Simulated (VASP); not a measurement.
```yaml
crystal:
  lattice:
    - [0.00000, 2.42002, 2.42002]
    - [2.42002, 0.00000, 2.42002]
    - [2.42002, 2.42002, 0.00000]
  atoms:
    - { symbol: Be, position: [0.00000, 0.00000, 0.00000] }
    - { symbol: S, position: [0.25000, 0.25000, 0.25000] }
```

Computed with PBEsol GGA, VASP's PBE PAW potentials (set 64) (plane waves; VASP 6.6.1). Run with 400 eV cut-off, 9×9×9 Γ-centred mesh, Gaussian smearing of 0.050 eV, potentials Be S.

Question: Predict the energy per atom (σ→0).

Answer: 
The energy per atom (σ→0) comes out as -5.281 eV/atom.

The absolute energy has meaning only against runs of the same code, potentials and settings.

The structure was generated: BeS was put into the zinc blende type (F-43m), which need not be its known phase. It was relaxed first, which changed the volume by +13 %. The start is the result of an earlier pass.
